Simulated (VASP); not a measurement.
The input files of a VASP run:

### INCAR
```
SYSTEM = GaAs
PREC = Accurate
ENCUT = 520
EDIFF = 1E-7
NELM = 100
ALGO = Normal
LREAL = .FALSE.
LASPH = .TRUE.
ISMEAR = 0
SIGMA = 0.05
GGA = PE
IVDW = 11
LMAXMIX = 4
LWAVE = .FALSE.
LCHARG = .FALSE.
ISIF = 2
```

POSCAR:
```
GaAs
1
    0.0000000000     2.8541078778     2.8541078778
    2.8541078778     0.0000000000     2.8541078778
    2.8541078778     2.8541078778     0.0000000000
Ga As
1 1
Direct
  0.0000000000   0.0000000000   0.0000000000
  0.2500000000   0.2500000000   0.2500000000
```

**KPOINTS**
```
Automatic mesh
0
gamma
8 8 8
```

POTCAR, in this order: Ga_d As (PBE.64 set). Program: vasp_std.

Task: Write an equivalent input for Quantum ESPRESSO's pw.x.

Result: One equivalent input (not run):
```
&CONTROL
  calculation = 'scf'
  pseudo_dir = './pseudo'
  outdir = './out'
  tprnfor = .true.
  tstress = .true.
/
&SYSTEM
  ibrav = 0
  nat = 2
  ntyp = 2
  ecutwfc = 84
  occupations = 'smearing'
  smearing = 'gaussian'
  degauss = 0.003675
  input_dft = 'pbe'
  vdw_corr = 'grimme-d3'
  dftd3_version = 3
  dftd3_threebody = .false.
/
&ELECTRONS
  conv_thr = 7.3e-09
  electron_maxstep = 100
/
ATOMIC_SPECIES
  Ga 69.723 Ga.upf
  As 74.922 As.upf
CELL_PARAMETERS angstrom
     0.0000000    2.8541079    2.8541079
     2.8541079    0.0000000    2.8541079
     2.8541079    2.8541079    0.0000000
ATOMIC_POSITIONS crystal
  Ga   0.0000000  0.0000000  0.0000000
  As   0.2500000  0.2500000  0.2500000
K_POINTS automatic
  8 8 8 0 0 0
```
What does not carry over: the potentials are each code's own (VASP's PAW set, PseudoDojo norm-conserving files in pw.x), so ENCUT and ecutwfc are chosen apart and not converted; conv_thr bounds pw.x's estimated SCF error, while EDIFF bounds the energy change between steps.

The compound is GaAs in the zinc blende structure. It was relaxed first.
